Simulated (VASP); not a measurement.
Energy against volume of FePt (L1_0). Level of theory: r2SCAN+rVV10, VASP's PBE PAW potentials (set 64) (plane waves; VASP). Run with 520 eV cut-off, 13×13×10 Γ-centred mesh, first-order Methfessel-Paxton smearing of 0.10 eV, potentials Fe Pt.

Shape and ions are relaxed at each volume.

```
V (Å³/atom)  E (eV/atom)
-----------  -----------
13.403         -33.09072
13.817         -33.10033
14.232         -33.09176
14.646         -33.06838
```

Task: Fit these four points and predict the energy of the run at 12.988 Å³/atom.

Result: A cubic in V^(−2/3), the third-order Birch-Murnaghan form, passes through the four points with V0 = 13.82 Å³/atom and B0 = 234 GPa, and gives -33.0588 eV/atom there. The run gave -33.0601 eV/atom, -1.3 meV/atom from the fit; all five points give B0 = 230 GPa.

The compound is FePt in the L1_0 structure. It was relaxed first.
